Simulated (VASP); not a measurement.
# Lattice of MnO2 (Pyrolusite), functional by functional, part 3 of 3

How much does the relaxed cell of MnO2 (Pyrolusite) depend on the functional? The starting structure is a measured crystal structure from the Crystallography Open Database. The first relaxation on each setting starts from this cell expanded by 3 % in volume.

VASP 6.6.1.

Results so far: PBEsol 9.04 Å³ an atom; LDA 8.71 Å³ an atom; PBE 9.40 Å³ an atom; PBEsol + D3(BJ) 8.95 Å³ an atom; r2SCAN 9.19 Å³ an atom; PBEsol+U (Mn d 3.9 eV) 9.30 Å³ an atom.

## (8) Relaxation with LDA+U (Mn d 3.9 eV)

Level of this step: LDA, DFT+U (Mn d 3.9 eV), spin-polarised from an antiferromagnetic start; plane waves and PAW (Mn_pv, O) (VASP).

This run starts from the cell of an earlier relaxation, which isn't shown; the restart sets up the plane waves anew.

The input, INCAR:

```
SYSTEM = MnO2
PREC = Accurate
ENCUT = 520
EDIFF = 1E-06
NELM = 100
ISMEAR = 0
SIGMA = 0.05
LREAL = .FALSE.
ALGO = Normal
GGA = CA
NBANDS = 34
ISPIN = 2
MAGMOM = 4 -4 0 0 0 0
LDAU = .TRUE.
LDAUTYPE = 2
LDAUL = 2 -1
LDAUU = 3.9 0
LDAUJ = 0 0
LDAUPRINT = 1
LASPH = .TRUE.
LMAXMIX = 4
LORBIT = 11
LWAVE = .FALSE.
LCHARG = .FALSE.
KPAR = 8
IBRION = 2
NSW = 50
ISIF = 3
EDIFFG = -0.006
```

The input, POSCAR:

```
MnO2
1.0
    4.3447952780      0.0000000000      0.0000000000
    0.0000000000      4.3447952780      0.0000000000
    0.0000000000      0.0000000000      2.8606204893
Mn O
2 4
Direct
    0.5000000000      0.5000000000      0.5000000000
    0.0000000000      0.0000000000      0.0000000000
    0.8047999290      0.1952000710      0.5000000000
    0.6952000710      0.6952000710      0.0000000000
    0.1952000710      0.8047999290      0.5000000000
    0.3047999290      0.3047999290      0.0000000000
```

The input, KPOINTS:

```
Automatic mesh
0
Gamma
6 6 10
0 0 0
```

PAW data sets: Mn_pv and O (LDA family, release 64).

Started as:

```console
$ mpirun -np 8 vasp_std
```

Output:

```text
[... set-up lines as in an earlier step ...]
 entering main loop
       N       E                     dE             d eps       ncg     rms          rms(c)
DAV:   1     0.638424834497E+03    0.63842E+03   -0.27985E+04  8352   0.179E+03
DAV:   2     0.111199421551E+01   -0.63731E+03   -0.58582E+03  8748   0.518E+02
DAV:   3    -0.596790481607E+02   -0.60791E+02   -0.59335E+02  8566   0.171E+02
DAV:   4    -0.610762111618E+02   -0.13972E+01   -0.13916E+01  8986   0.263E+01
[...]
DAV:  14    -0.472774068122E+02    0.15813E-04   -0.12203E-04  8556   0.813E-02    0.370E-02
DAV:  15    -0.472774102748E+02   -0.34627E-05   -0.10981E-05  8616   0.367E-02    0.748E-03
DAV:  16    -0.472774099870E+02    0.28783E-06   -0.19420E-06  6372   0.113E-02
   1 F= -.47277410E+02 E0= -.47277410E+02  d E =-.472774E+02  mag=     0.0000
[...]
reached required accuracy - stopping structural energy minimisation
```

Elapsed: 13 s, on 8 MPI ranks of Intel Xeon 6975P-C (Granite Rapids), shared host; peak memory 2.1 GiB; 96 s of CPU time.

From OUTCAR (step 8):

```text
  Total       -0.0189392     -0.0189392     -0.0171276     -0.0000000      0.0000000      0.0000000
  in kB       -0.5619185     -0.5619185     -0.5081689     -0.0000000      0.0000000      0.0000000
  external PRESSURE =      -0.5440019 kB  Pullay stress =       0.0000000 kB

 POSITION                                       TOTAL-FORCE (eV/Angst)
 -----------------------------------------------------------------------------------
      2.17240      2.17240      1.43031         0.000000      0.000000     -0.000000
      0.00000      0.00000      0.00000         0.000000      0.000000     -0.000000
      3.49669      0.84810      1.43031        -0.001562      0.001562      0.000000
      3.02050      3.02050      0.00000         0.001562      0.001562      0.000000
      0.84810      3.49669      1.43031         0.001562     -0.001562     -0.000000
      1.32429      1.32429      0.00000        -0.001562     -0.001562     -0.000000
 -----------------------------------------------------------------------------------
    total drift:                                0.000000     -0.000000     -0.000000

  FREE ENERGIE OF THE ION-ELECTRON SYSTEM (eV)
  ---------------------------------------------------
  free  energy   TOTEN  =       -47.2774099870 eV

  energy  without entropy=      -47.2774099860  energy(sigma->0) =      -47.27740999

 magnetization (x)
# of ion       s       p       d       tot
------------------------------------------
    1        0.013   0.022   2.793   2.828
    2       -0.013  -0.022  -2.793  -2.828
    3       -0.000  -0.020   0.000  -0.020
    4        0.000   0.020   0.000   0.020
    5       -0.000  -0.020   0.000  -0.020
    6        0.000   0.020   0.000   0.020
--------------------------------------------------
tot          0.000   0.000   0.000   0.000

[... 2 parts as in an earlier step ...]

[... 2 further parts left out ...]
[key lines of the parts left out:]
E-fermi :   5.3455
```

With LDA+U (Mn d 3.9 eV) the relaxed cell holds 9.000 Å³ an atom, -2.84 % against the measured cell, with a = 4.345 Å and c = 2.861 Å. That is -0.42 % from PBEsol.

## (9) Relaxation with r2SCAN + rVV10

rVV10 adds a nonlocal correlation energy for dispersion. This run starts from the cell of an earlier relaxation, which isn't shown; the restart sets up the plane waves anew.

The input, INCAR:

```
SYSTEM = MnO2
PREC = Accurate
ENCUT = 520
EDIFF = 1E-06
NELM = 100
ISMEAR = 0
SIGMA = 0.05
LREAL = .FALSE.
ALGO = Normal
METAGGA = R2SCAN
LUSE_VDW = .TRUE.
IVDW_NL = 2
BPARAM = 11.95
CPARAM = 0.0093
LASPH = .TRUE.
NBANDS = 34
ISPIN = 2
MAGMOM = 4 -4 0 0 0 0
LMAXMIX = 4
LORBIT = 11
LWAVE = .FALSE.
LCHARG = .FALSE.
KPAR = 8
IBRION = 2
NSW = 50
ISIF = 3
EDIFFG = -0.006
```

The input, POSCAR:

```
MnO2
1.0
    4.3759184868      0.0000000000      0.0000000000
    0.0000000000      4.3759184868      0.0000000000
    0.0000000000      0.0000000000      2.8622650495
Mn O
2 4
Direct
    0.5000000000      0.5000000000      0.5000000000
    0.0000000000      0.0000000000      0.0000000000
    0.8045221353      0.1954778647      0.5000000000
    0.6954778647      0.6954778647      0.0000000000
    0.1954778647      0.8045221353      0.5000000000
    0.3045221353      0.3045221353      0.0000000000
```

KPOINTS is that of step 8.

PAW data sets: Mn_pv and O (PBE family, release 64).

Started as:

```console
$ mpirun -np 8 vasp_std
```

Output:

```text
[banner, memory and clock lines left out]
running    8 mpi-ranks, on    1 nodes
[...]
[... a notice as in an earlier step ...]

|                                                                             |
|               ----> ADVICE to this user running VASP <----                  |
|                                                                             |
|     You have switched on vdW-DFT.                                           |
|     This routine was written and supplied by Jiri Klimes. We recommend      |
|     that you carefully read and cite the following publications:            |
|       J. Klimes, D.R. Bowler, A. Michelides                                 |
|          J. Phys.: Cond Matt. 22 022201 (2010)                              |
|       J. Klimes, D.R. Bowler, A. Michelides                                 |
|          Phys. Rev. B. 83, 195131 (2011)                                    |
|     and references therein.                                                 |
[...]
Total rVV10 correction in eV:      1.2766546    50.7297662
Total rVV10 correction in eV:      1.2766546    50.7297662
Total rVV10 correction in eV:      1.2766546    50.7297662
DAV:  18    -0.642290204272E+02    0.91035E-07   -0.27510E-07  4276   0.692E-03
Total rVV10 correction in eV:      1.2766519    50.7297662
Total rVV10 correction in eV:      1.2766519    50.7297662
Total rVV10 correction in eV:      1.2766519    50.7297662
Total rVV10 correction in eV:      1.2766519    50.7297662
Total rVV10 correction in eV:      1.2766519    50.7297662
Total rVV10 correction in eV:      1.2766519    50.7297662
Total rVV10 correction in eV:      1.2766519    50.7297662
Total rVV10 correction in eV:      1.2766519    50.7297662
Total rVV10 correction in eV:      1.2766510    50.7297662
Total rVV10 correction in eV:      1.2766510    50.7297662
Total rVV10 correction in eV:      1.2766510    50.7297662
Total rVV10 correction in eV:      1.2766510    50.7297662
Total rVV10 correction in eV:      1.2766510    50.7297662
Total rVV10 correction in eV:      1.2766510    50.7297662
Total rVV10 correction in eV:      1.2766510    50.7297662
Total rVV10 correction in eV:      1.2766510    50.7297662
   1 F= -.64229020E+02 E0= -.64229020E+02  d E =-.642290E+02  mag=     0.0000
[...]
reached required accuracy - stopping structural energy minimisation
```

Elapsed: 1.9 min, on 8 MPI ranks; peak memory 3.6 GiB; 15 min of CPU time.

Parts of OUTCAR (step 9):

```text
  Total       -0.0113504     -0.0113504     -0.0070070      0.0000000      0.0000000      0.0000000
  in kB       -0.3317980     -0.3317980     -0.2048302      0.0000000      0.0000000      0.0000000
  external PRESSURE =      -0.2894754 kB  Pullay stress =       0.0000000 kB

 POSITION                                       TOTAL-FORCE (eV/Angst)
 -----------------------------------------------------------------------------------
      2.18796      2.18796      1.43113         0.000000      0.000000      0.000000
      0.00000      0.00000      0.00000         0.000000      0.000000      0.000000
      3.52052      0.85540      1.43113         0.002219     -0.002219      0.000000
      3.04335      3.04335      0.00000        -0.002219     -0.002219      0.000000
      0.85540      3.52052      1.43113        -0.002219      0.002219      0.000000
      1.33256      1.33256      0.00000         0.002219      0.002219      0.000000
 -----------------------------------------------------------------------------------
    total drift:                                0.000000      0.000000      0.000000

  FREE ENERGIE OF THE ION-ELECTRON SYSTEM (eV)
  ---------------------------------------------------
  free  energy   TOTEN  =       -64.2290204272 eV

  energy  without entropy=      -64.2290204203  energy(sigma->0) =      -64.22902042

 magnetization (x)
# of ion       s       p       d       tot
------------------------------------------
    1        0.011   0.022   2.663   2.696
    2       -0.011  -0.022  -2.663  -2.696
    3       -0.002  -0.041   0.000  -0.043
    4        0.002   0.041   0.000   0.043
    5       -0.002  -0.041   0.000  -0.043
    6        0.002   0.041   0.000   0.043
--------------------------------------------------
tot          0.000   0.000   0.000   0.000

[... 2 parts as in an earlier step ...]

[... 2 further parts left out ...]
[key lines of the parts left out:]
E-fermi :   5.1874
```

With r2SCAN + rVV10 the relaxed cell holds 9.135 Å³ an atom, -1.39 % against the measured cell, with a = 4.376 Å and c = 2.862 Å. That is +1.07 % from PBEsol.

## (10) The runs compared

| level | volume (Å³/atom) | against the measured cell (%) | a (Å) | c (Å) | pressure left (GPa) | core minutes |
| --- | --- | --- | --- | --- | --- | --- |
| PBEsol | 9.038 | -2.43 | 4.3756 | 2.8322 | -0.06 | 24.3 |
| LDA | 8.715 | -5.92 | 4.3333 | 2.7847 | -0.08 | 20.5 |
| PBE | 9.403 | 1.51 | 4.4298 | 2.8751 | -0.01 | 11.2 |
| PBEsol + D3(BJ) | 8.954 | -3.34 | 4.3613 | 2.8245 | -0.06 | 17.8 |
| r2SCAN | 9.194 | -0.74 | 4.3874 | 2.8659 | 0.05 | 40.9 |
| PBEsol+U (Mn d 3.9 eV) | 9.302 | 0.42 | 4.3897 | 2.8964 | -0.06 | 15.2 |
| LDA+U (Mn d 3.9 eV) | 9.0 | -2.84 | 4.3448 | 2.8606 | -0.05 | 13.0 |
| r2SCAN + rVV10 | 9.135 | -1.39 | 4.3759 | 2.8623 | -0.03 | 88.4 |

Core minutes are wall time times ranks, summed over the relaxations behind a row (those for a bulk modulus apart), on shared hosts.

## (11) What came out

| Quantity | Value |
| --- | --- |
| volume, PBEsol | 9.038 Å³/atom |
| volume, LDA | 8.715 Å³/atom |
| volume, PBE | 9.403 Å³/atom |
| volume, PBEsol + D3(BJ) | 8.954 Å³/atom |
| volume, r2SCAN | 9.194 Å³/atom |
| volume, PBEsol+U (Mn d 3.9 eV) | 9.302 Å³/atom |
| volume, LDA+U (Mn d 3.9 eV) | 9.000 Å³/atom |
| volume, r2SCAN + rVV10 | 9.135 Å³/atom |

In words: Across 8 levels the volume of MnO2 (Pyrolusite) spans 7.9 %, from 8.71 Å³ an atom (LDA) to 9.40 Å³ (PBE). Against the measured volume of the starting structure, PBEsol+U (Mn d 3.9 eV) comes nearest (+0.4 %) and LDA lies farthest (-5.9 %). The measured cell holds zero-point expansion and, unless it was taken cold, thermal expansion, which the runs lack, so small differences decide nothing. Adding D3(BJ) to PBEsol changes the volume by -0.9 %. Adding rVV10 to r2SCAN changes the volume by -0.6 %. The largest site moment differs between levels, from 2.14 to 2.94 μB, which bears on the volume too. All runs keep the symmetry of the start, so they can't find a distortion of lower symmetry. Further runs on this material are not shown.

[Lines on the potential files, build, host, timing and source positions are cut from VASP's logs without a mark.]

[Logs are printed without paths, hosts, clocks, repeated set-up lines and the standing remarks that a program may print on its own settings, such as how far it seeks lower states.]

[Hosts, paths, dates, database ids (printed as entryN), source tags and the programs' standing remarks are cut or masked in the printed files.]
